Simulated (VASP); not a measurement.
Given:

```
CELL_PARAMETERS angstrom
      7.14656     0.00000     0.00000
      0.00000     7.14656     0.00000
      0.00000     0.00000     7.14656
ATOMIC_POSITIONS crystal
  C  0.50000 0.00000 0.00000
  C  0.61957 0.12655 0.12215
  C  0.75000 0.25000 0.00000
  C  0.87500 0.37500 0.12500
  C  0.75000 0.00000 0.25000
  C  0.87500 0.12500 0.37500
  C  0.00000 0.00000 0.00000
  C  0.12121 0.12542 0.12769
  C  0.24706 0.24425 0.00681
  C  0.37883 0.37568 0.12021
  C  0.50351 0.50035 0.00429
  C  0.62804 0.61821 0.12518
  C  0.75000 0.75000 0.00000
  C  0.87500 0.87500 0.12500
  C  0.24490 0.99762 0.24538
  C  0.37977 0.12648 0.37437
  C  0.50284 0.25689 0.25192
  C  0.61825 0.36995 0.37704
  C  0.74306 0.49400 0.25096
  C  0.87500 0.62500 0.37500
  C  0.50331 0.00697 0.49333
  C  0.63193 0.11939 0.62916
  C  0.74404 0.24695 0.49419
  C  0.87500 0.37500 0.62500
  C  0.75000 0.00000 0.75000
  C  0.87500 0.12500 0.87500
  C  0.00000 0.50000 0.00000
  C  0.12385 0.61821 0.12324
  C  0.25000 0.75000 0.00000
  C  0.37500 0.87500 0.12500
  C  0.00105 0.24619 0.25017
  C  0.12594 0.37515 0.37509
  C  0.24943 0.50061 0.25107
  C  0.36849 0.62077 0.37168
  C  0.50209 0.75670 0.25303
  C  0.62500 0.87500 0.37500
  C  0.00000 0.00000 0.50000
  C  0.11979 0.13041 0.61950
  C  0.24331 0.24455 0.49643
  C  0.37997 0.36814 0.61974
  C  0.49707 0.50056 0.49459
  C  0.62900 0.62082 0.62419
  C  0.75000 0.75000 0.50000
  C  0.87500 0.87500 0.62500
  C  0.25000 0.00000 0.75000
  C  0.37500 0.12500 0.87500
  C  0.50564 0.25027 0.75613
  C  0.62500 0.37500 0.87500
  C  0.75000 0.50000 0.75000
  C  0.87500 0.62500 0.87500
  C  0.00000 0.75000 0.25000
  C  0.12500 0.87500 0.37500
  C  0.99934 0.49491 0.49368
  C  0.11823 0.63087 0.62143
  C  0.24605 0.74825 0.49908
  C  0.37500 0.87500 0.62500
  C  0.00000 0.25000 0.75000
  C  0.12500 0.37500 0.87500
  C  0.24367 0.49710 0.74365
  C  0.37500 0.62500 0.87500
  C  0.50000 0.75000 0.75000
  C  0.62500 0.87500 0.87500
  C  0.00000 0.75000 0.75000
  C  0.12500 0.87500 0.87500
  N  0.37195 0.37247 0.37873
```

Method: PBE GGA, VASP's PBE PAW potentials (set 64) (plane waves; VASP 6.6.1). Run with PREC = Normal, LREAL = Auto, ISYM = 0, EDIFF = 1E-5, 400 eV cut-off, 1×1×1 Γ-centred mesh, Gaussian smearing of 0.050 eV, potentials C N. Starting moments (MAGMOM): 65*0.0154. The cell's moment is fixed (NUPDOWN = 1).

The supercell is sampled at Γ alone, which is coarse: total energies, pressure and levels can be off, energies of defects by several tenths of an eV.

Q: The ions are relaxed. Which structure does the run end with?

A: 
```
CELL_PARAMETERS angstrom
      7.14656     0.00000     0.00000
      0.00000     7.14656     0.00000
      0.00000     0.00000     7.14656
ATOMIC_POSITIONS crystal
  C  0.50203 0.99909 0.99921
  C  0.62907 0.12211 0.12226
  C  0.74994 0.24907 0.99498
  C  0.86686 0.37324 0.11774
  C  0.74992 0.99481 0.24924
  C  0.86682 0.11755 0.37341
  C  0.00358 0.99995 0.00012
  C  0.12504 0.12835 0.12850
  C  0.25274 0.25183 0.00135
  C  0.38965 0.37538 0.11742
  C  0.50661 0.49964 0.99484
  C  0.62734 0.62654 0.12237
  C  0.75430 0.74958 0.99930
  C  0.87904 0.87299 0.12470
  C  0.25277 0.00120 0.25196
  C  0.38965 0.11730 0.37549
  C  0.50903 0.24703 0.24715
  C  0.62852 0.37436 0.37450
  C  0.74767 0.50159 0.24729
  C  0.86680 0.63119 0.37568
  C  0.50659 0.99469 0.49977
  C  0.62732 0.12223 0.62668
  C  0.74763 0.24712 0.50175
  C  0.86675 0.37549 0.63140
  C  0.75429 0.99916 0.74973
  C  0.87904 0.12452 0.87317
  C  0.00339 0.49666 0.00129
  C  0.13062 0.61915 0.12973
  C  0.25323 0.74813 0.00074
  C  0.37742 0.87567 0.12483
  C  0.97396 0.24237 0.24257
  C  0.04145 0.37440 0.37464
  C  0.28444 0.50370 0.24518
  C  0.38970 0.63150 0.37346
  C  0.50663 0.75410 0.24924
  C  0.62825 0.87440 0.37450
  C  0.00338 0.00113 0.49682
  C  0.13058 0.12963 0.61926
  C  0.28445 0.24512 0.50377
  C  0.38968 0.37338 0.63160
  C  0.50904 0.50173 0.50184
  C  0.62902 0.62665 0.62678
  C  0.74989 0.75395 0.49979
  C  0.87905 0.87574 0.62436
  C  0.25320 0.00062 0.74824
  C  0.37740 0.12473 0.87579
  C  0.50662 0.24914 0.75422
  C  0.62826 0.37437 0.87457
  C  0.74987 0.49965 0.75413
  C  0.87905 0.62418 0.87592
  C  0.00338 0.74760 0.25222
  C  0.12820 0.87436 0.37451
  C  0.97381 0.50639 0.50663
  C  0.12499 0.62039 0.62058
  C  0.25273 0.74750 0.49705
  C  0.37737 0.87308 0.62415
  C  0.00334 0.25205 0.74777
  C  0.12818 0.37437 0.87451
  C  0.25274 0.49692 0.74767
  C  0.37739 0.62403 0.87323
  C  0.50199 0.74970 0.74981
  C  0.62815 0.87439 0.87450
  C  0.00360 0.74875 0.74895
  C  0.12809 0.87436 0.87450
  N  0.21962 0.37467 0.37473
``` The cell ends with 1.00 μB, on the first 30 sites 0.00 0.00 0.01 0.02 0.01 0.02 0.00 0.00 0.00 0.00 0.00 0.00 0.00 0.00 0.00 0.00 0.00 0.00 0.00 0.02 0.00 0.00 0.00 0.02 0.00 0.00 0.00 0.00 0.00 0.00 μB.

Q: How much energy does the relaxation gain?

A: The energy (σ→0) changes by -255.4 meV/atom, in 49 ionic steps.

The cell is a supercell with a defect, built from C (diamond): N_i.
